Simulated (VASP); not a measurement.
Runs of VASP 6.6.1 on BiS. The structure is trigonal, space group R-3m (No. 166). The conventional cell has a = 4.219 Å, b = 4.219 Å, c = 10.501 Å, α = 90.00°, β = 90.00°, γ = 120.00°. Bi (site symmetry -3m) has 6 S at 3.00 Å as nearest neighbours. Around S (site symmetry -3m) lie 6 Bi at 3.00 Å. The cell was built by a generator and needn't be a form met in nature.

| task | potentials or basis | k mesh | k-point spacing | other keys | gap on the mesh (eV) | pressure (GPa) | relaxed volume (Å³/atom) |
| --- | --- | --- | --- | --- | --- | --- | --- |
| relaxation of the volume alone | VASP PAW PBE potentials, release 64 (Bi_d, S) | - | 0.25 | ISIF = 7; KSPACING = 0.25 | none | 0.0 | (a) |
| relaxation of cell and atoms | VASP PAW PBE potentials, release 54 (Bi_d, S) | 8 × 8 × 8 | - | - | none | 0.0 | 25.24 |
| relaxation of cell and atoms | VASP PAW PBE potentials, release 64 (Bi, S) | 8 × 8 × 8 | - | - | none | 0.0 | 25.18 |
| relaxation of cell and atoms | VASP PAW PBE potentials, release 64 (Bi_d_GW, S_GW) | 8 × 8 × 8 | - | - | none | 0.0 | 25.27 |
| relaxation of cell and atoms | VASP PAW PBE potentials, release 64 (Bi_d, S) | 8 × 8 × 8 | - | - | none | 0.0 | 25.24 |
| relaxation of cell and atoms | VASP PAW PBE potentials, release 64 (Bi_d, S_h) | 8 × 8 × 8 | - | - | none | 0.0 | 25.25 |
| relaxation of cell and atoms | VASP PAW PBE potentials, release 54 (Bi, S) | 8 × 8 × 8 | - | - | none | 0.0 | 25.18 |

Alike in all rows: level PBE; no spin polarisation; cell relaxed; cutoff (eV) 900; smearing fermi-dirac 0.05 eV.

**Question.** Fill in the values left out.

**Answer.** (a) 26.37.

Caveats: spin-orbit coupling is left out, which moves the levels of the heavy elements.

A k mesh can miss the band edges, and the runs leave out spin-orbit coupling on Bi.

A gap of «none» marks a metal or a gap under the smearing width.

The runs don't all hold the same shells in valence.
